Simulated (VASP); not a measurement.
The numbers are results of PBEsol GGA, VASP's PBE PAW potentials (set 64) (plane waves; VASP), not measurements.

VASP input:

**INCAR**
```
! general
SYSTEM   =  Ti3Pb
PREC     =  Accurate
ENCUT    =  300
LREAL    =  .FALSE.   ! projection in real space or not
LASPH    =  .TRUE.   ! aspherical one-centre terms

! electronic loop
EDIFF    =  1E-6   ! SCF stop (eV)
NELM     =  100   ! most electronic steps
ALGO     =  Normal
LMAXMIX  =  4

! smearing
ISMEAR   =  0   ! Gaussian
SIGMA    =  0.136   ! width (eV)

! functional
GGA      =  PS   ! PBEsol

! ions
ISIF     =  2   ! forces and stress, cell fixed

! output
LWAVE    =  .FALSE.
LCHARG   =  .FALSE.
```

KPOINTS:
```
Automatic mesh
0
Gamma
4 4 5
0 0 0
```

**POSCAR**
```
Ti3Pb
1
    5.9829680000     0.0000000000     0.0000000000
   -2.9914840000     5.1814030000     0.0000000000
    0.0000000000     0.0000000000     4.8283970000
Ti Pb
6 2
Direct
  0.1616250000   0.3232500000   0.2500000000
  0.8383750000   0.6767500000   0.7500000000
  0.8383750000   0.1616250000   0.7500000000
  0.1616250000   0.8383750000   0.2500000000
  0.6767500000   0.8383750000   0.2500000000
  0.3232500000   0.1616250000   0.7500000000
  0.3333330000   0.6666670000   0.7500000000
  0.6666670000   0.3333330000   0.2500000000
```

POTCAR, in this order: Ti_sv Pb_d (PBE.64 set). Program: vasp_std.

The resulting files:

### OSZICAR
```
       N       E                     dE             d eps       ncg     rms          rms(c)
DAV:   1     0.118069885006E+04    0.11807E+04   -0.36889E+04  1448   0.153E+03
DAV:   2     0.994503990481E+02   -0.10812E+04   -0.10599E+04  1440   0.527E+02
DAV:   3    -0.441062390441E+02   -0.14356E+03   -0.13955E+03  2072   0.192E+02
DAV:   4    -0.645146135534E+02   -0.20408E+02   -0.20160E+02  2104   0.605E+01
DAV:   5    -0.662815503913E+02   -0.17669E+01   -0.17617E+01  2360   0.162E+01    0.207E+01
DAV:   6    -0.589754567671E+02    0.73061E+01   -0.35096E+01  1872   0.330E+01    0.438E+00
DAV:   7    -0.588812028141E+02    0.94254E-01   -0.29149E+00  1968   0.795E+00    0.330E+00
DAV:   8    -0.588547778070E+02    0.26425E-01   -0.32018E-01  2024   0.357E+00    0.138E+00
DAV:   9    -0.588530517456E+02    0.17261E-02   -0.62783E-02  1904   0.114E+00    0.363E-01
DAV:  10    -0.588526572082E+02    0.39454E-03   -0.17001E-02  2000   0.756E-01    0.476E-02
DAV:  11    -0.588526752607E+02   -0.18052E-04   -0.10501E-03  2072   0.184E-01    0.197E-02
DAV:  12    -0.588526603974E+02    0.14863E-04   -0.10108E-04  2304   0.419E-02    0.128E-02
DAV:  13    -0.588526598462E+02    0.55115E-06   -0.86749E-06  1640   0.162E-02
   1 F= -.58852660E+02 E0= -.58811214E+02  d E =-.828914E-01
```

### OUTCAR
```
------------------------ aborting loop because EDIFF is reached ----------------------------------------
  FORCE on cell =-STRESS in cart. coord.  units (eV):
  Direction    XX          YY          ZZ          XY          YZ          ZX
  --------------------------------------------------------------------------------------
  Total       -4.6645679     -4.6645692     -5.1344549      0.0000000      0.0000000     -0.0000000
  in kB      -49.9292424    -49.9292563    -54.9588834      0.0000000      0.0000000     -0.0000000
  external PRESSURE =     -51.6057940 kB  Pullay stress =       0.0000000 kB
  volume of cell :      149.68
      direct lattice vectors                 reciprocal lattice vectors
     5.982968000  0.000000000  0.000000000     0.167141125  0.096498960  0.000000000
    -2.991484000  5.181403000  0.000000000     0.000000000  0.192997920  0.000000000
     0.000000000  0.000000000  4.828397000     0.000000000  0.000000000  0.207108073
 POSITION                                       TOTAL-FORCE (eV/Angst)
 -----------------------------------------------------------------------------------
      0.00000      1.67489      1.20710         0.000000     -0.047948      0.000000
      2.99148      3.50651      3.62130        -0.000000      0.047948      0.000000
      4.53247      0.83744      3.62130         0.041524     -0.023974      0.000000
     -1.54099      4.34396      1.20710        -0.041524      0.023974      0.000000
      1.54099      4.34396      1.20710         0.041524      0.023974      0.000000
      1.45050      0.83744      3.62130        -0.041524     -0.023974      0.000000
     -0.00000      3.45427      3.62130        -0.000000      0.000000      0.000000
      2.99149      1.72713      1.20710         0.000000     -0.000000      0.000000
 -----------------------------------------------------------------------------------
    total drift:                                0.003035     -0.001752      0.004186
  FREE ENERGIE OF THE ION-ELECTRON SYSTEM (eV)
  ---------------------------------------------------
  free  energy   TOTEN  =       -58.8526598462 eV

  energy  without entropy=      -58.7697684202  energy(sigma->0) =      -58.81121413
```
(Selected blocks of OUTCAR.)

**OUTCAR**
```
 val. band max:        8.9880414251   @ k =   0.2500  -0.0000   0.2000

 cond. band min:       8.9924316051   @ k =   0.5000  -0.0000   0.2000


 Fermi energy:         8.9882019281

 k-point     1 :       0.0000    0.0000    0.0000
  band No.  band energies     occupation
      1     -47.6496      2.00000
      2     -47.5824      2.00000
      3     -47.5824      2.00000
      4     -47.5743      2.00000
      5     -47.5459      2.00000
      6     -47.5458      2.00000
      7     -24.2354      2.00000
      8     -24.1757      2.00000
      9     -24.1415      2.00000
     10     -24.1415      2.00000
     11     -24.0933      2.00000
     12     -24.0933      2.00000
     13     -24.0803      2.00000
     14     -24.0803      2.00000
     15     -24.0760      2.00000
     16     -24.0085      2.00000
     17     -23.8786      2.00000
     18     -23.8786      2.00000
     19     -23.8721      2.00000
     20     -23.8152      2.00000
     21     -23.7679      2.00000
     22     -23.7679      2.00000
     23     -23.7551      2.00000
     24     -23.7550      2.00000
     25      -7.6544      2.00000
     26      -7.6544      2.00000
     27      -7.6488      2.00000
     28      -7.6367      2.00000
     29      -7.6367      2.00000
     30      -7.6366      2.00000
     31      -7.6366      2.00000
     32      -7.6224      2.00000
     33      -7.5778      2.00000
     34      -7.5778      2.00000
     35      -1.4484      2.00000
     36       0.2494      2.00000
     37       5.9252      2.00000
     38       5.9253      2.00000
     39       6.0483      2.00000
     40       6.4263      2.00000
     41       6.4459      2.00000
     42       6.4459      2.00000
     43       7.2137      2.00000
     44       7.8533      2.00000
     45       7.8533      2.00000
     46       7.9081      2.00000
     47       7.9554      2.00000
     48       8.2022      2.00000
     49       8.2022      2.00000
     50       8.4057      2.00000
     51       9.3280      0.00041
...
```

At this cut-off the stress carries a Pulay error, which pulls relaxed volumes low. Unless said otherwise, spin-orbit coupling is left out, though it shifts the bands of the heavy elements here.

The structure comes from a computed database's Ti3Pb entry (P6_3/mmc); how it stands against other phases isn't given here. The cell was not relaxed at this level. The k-mesh is coarse (spacing up to 0.30 per Å, 2π included), so the numbers may not be converged in it.
